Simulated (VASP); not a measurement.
Data:

```yaml
crystal:
  lattice:
    - [-2.28398, 2.28398, 1.27613]
    - [2.28398, -2.28398, 1.27613]
    - [2.28398, 2.28398, -1.27613]
  atoms:
    - { symbol: V, position: [0.75000, 0.25000, 0.50000] }
    - { symbol: V, position: [0.00000, 0.00000, 0.00000] }
```

Method: PBEsol GGA, VASP's PBE PAW potentials (set 64) (plane waves; VASP). Numerical set-up: 400 eV cut-off, Gaussian smearing of 0.050 eV, potentials V_sv.

Q: Estimate the band gap (along the path) with the smallest direct gap where there is one.

A: 
- band gap (along the path): none (metal, semimetal or under 0.01 eV)

Total energies compare only between runs with the same potentials, cut-off and functional.

The structure was generated: V was put into the beta-Sn type (I4_1/amd), which need not be its known phase. It was relaxed first, which changed the volume by -8 %. The run is not spin-polarised, so no magnetic state was tried.
